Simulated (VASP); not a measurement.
These are PBE GGA, VASP's PBE PAW potentials (set 64) (plane waves; VASP) values and carry that method's errors.

VASP input:

### POSCAR
```
Se
1
    4.5426600000     0.0000000000     0.0000000000
   -2.2713300000     3.9340600000     0.0000000000
    0.0000000000     0.0000000000     5.0206220000
Se
3
Direct
  0.2178900000   0.0000000000   0.3333330000
  0.0000000000   0.2178900000   0.6666670000
  0.7821100000   0.7821100000   0.0000000000
```

### KPOINTS
```
Automatic mesh
0
Gamma
2 2 2
0 0 0
```

### INCAR
```
SYSTEM = Se
PREC = Accurate
ENCUT = 240
EDIFF = 1E-6
NELM = 100
ALGO = Normal
LREAL = .FALSE.
LASPH = .TRUE.
ISMEAR = -1
SIGMA = 0.5
GGA = PE
LMAXMIX = 4
LWAVE = .FALSE.
LCHARG = .FALSE.
ISIF = 2
```

POTCAR, in this order: Se (PBE.64 set). Program: vasp_std.

Output

File OSZICAR:
```
       N       E                     dE             d eps       ncg     rms          rms(c)
DAV:   1     0.619323791805E+02    0.61932E+02   -0.47700E+03   104   0.626E+02
DAV:   2    -0.674059353464E+01   -0.68673E+02   -0.66379E+02   147   0.141E+02
DAV:   3    -0.107724391636E+02   -0.40318E+01   -0.40110E+01   119   0.418E+01
DAV:   4    -0.108075023467E+02   -0.35063E-01   -0.34928E-01   129   0.443E+00
DAV:   5    -0.108078321602E+02   -0.32981E-03   -0.32974E-03   129   0.387E-01    0.661E+00
DAV:   6    -0.107552962858E+02    0.52536E-01   -0.31864E-02   104   0.127E+00    0.407E+00
DAV:   7    -0.107374748248E+02    0.17821E-01   -0.61303E-02   104   0.174E+00    0.186E-01
DAV:   8    -0.107369741760E+02    0.50065E-03   -0.72565E-03   104   0.598E-01    0.837E-02
DAV:   9    -0.107370631426E+02   -0.88967E-04   -0.23853E-04   139   0.115E-01    0.270E-02
DAV:  10    -0.107370958469E+02   -0.32704E-04   -0.39397E-05   104   0.467E-02    0.607E-03
DAV:  11    -0.107370982906E+02   -0.24437E-05   -0.62567E-06   109   0.168E-02    0.326E-03
DAV:  12    -0.107370981914E+02    0.99160E-07   -0.11786E-06    77   0.811E-03
   1 F= -.10737098E+02 E0= -.10211153E+02  d E =-.105189E+01
```

File OUTCAR:
```
------------------------ aborting loop because EDIFF is reached ----------------------------------------
  FORCE on cell =-STRESS in cart. coord.  units (eV):
  Direction    XX          YY          ZZ          XY          YZ          ZX
  --------------------------------------------------------------------------------------
  Total        0.6037072      0.6037075      0.8283990      0.0000000     -0.0000000      0.0000000
  in kB       10.7802342     10.7802399     14.7924941      0.0000000     -0.0000000      0.0000000
  external PRESSURE =      12.1176561 kB  Pullay stress =       0.0000000 kB
  volume of cell :       89.72
      direct lattice vectors                 reciprocal lattice vectors
     4.542660000  0.000000000  0.000000000     0.220135339  0.127095164  0.000000000
    -2.271330000  3.934060000  0.000000000     0.000000000  0.254190328  0.000000000
     0.000000000  0.000000000  5.020622000     0.000000000  0.000000000  0.199178508
 POSITION                                       TOTAL-FORCE (eV/Angst)
 -----------------------------------------------------------------------------------
      0.98980      0.00000      1.67354         0.467891      0.000000      0.000000
     -0.49490      0.85719      3.34708        -0.233945      0.405206      0.000000
      1.77643      3.07687      0.00000        -0.233945     -0.405206      0.000000
 -----------------------------------------------------------------------------------
    total drift:                                0.000294     -0.000391      0.000006
  FREE ENERGIE OF THE ION-ELECTRON SYSTEM (eV)
  ---------------------------------------------------
  free  energy   TOTEN  =       -10.7370981914 eV

  energy  without entropy=       -9.6852084899  energy(sigma->0) =      -10.21115334
```
(Selected blocks of OUTCAR.)

File OUTCAR:
```
 val. band max:        1.7856230052   @ k =   0.5000   0.0000   0.5000

 cond. band min:       3.1716568351   @ k =   0.0000   0.0000   0.5000


 Fermi energy:         2.3695263252

 k-point     1 :       0.0000    0.0000    0.0000
  band No.  band energies     occupation
      1     -13.6015      2.00000
      2      -9.7629      2.00000
      3      -9.7629      2.00000
      4      -1.9526      1.99965
      5      -1.9525      1.99965
      6      -1.6491      1.99935
      7      -0.0885      1.98545
      8      -0.0885      1.98545
      9       1.4637      1.71912
     10       3.7618      0.11633
     11       3.7618      0.11632
     12       4.1014      0.06073
     13       7.6468      0.00005

 k-point     2 :       0.5000    0.0000    0.0000
  band No.  band energies     occupation
      1     -13.2573      2.00000
      2     -10.1358      2.00000
      3      -9.7509      2.00000
      4      -2.9354      1.99995
      5      -2.5940      1.99990
      6      -1.2986      1.99870
      7      -0.7851      1.99637
      8       0.0743      1.97991
      9       0.9252      1.89456
     10       3.8259      0.10305
     11       4.2456      0.04586
     12       5.6360      0.00291
     13       7.4798      0.00007

 k-point     3 :       0.0000    0.0000    0.5000
  band No.  band energies     occupation
      1     -12.5099      2.00000
      2     -12.5099      2.00000
      3      -7.7707      2.00000
      4      -2.8813      1.99995
      5      -1.4623      1.99906
      6      -1.4623      1.99906
      7       0.4475      1.95808
      8       0.4475      1.95808
      9       0.8510      1.90843
     10       3.1717      0.33477
     11       3.1833      0.32836
     12       3.1833      0.32835
     13       8.3361      0.00001

 k-point     4 :       0.5000    0.0000    0.5000
  band No.  band energies     occupation
      1     -12.3079      2.00000
      2     -12.1986      2.00000
      3      -8.5313      2.00000
...
```

At this cut-off the stress carries a Pulay error, which pulls relaxed volumes low.

The structure comes from a computed database's Se entry; how it stands against other phases isn't given here. The cell was not relaxed at this level. The k-mesh is coarse (spacing up to 0.80 per Å, 2π included), so the numbers may not be converged in it. The run is one of a series of settings (ENCUT = 240, ISMEAR = -1, SIGMA = 0.5, KPOINTS 2×2×2 Γ-centred mesh against the base run), some of them coarse on purpose.
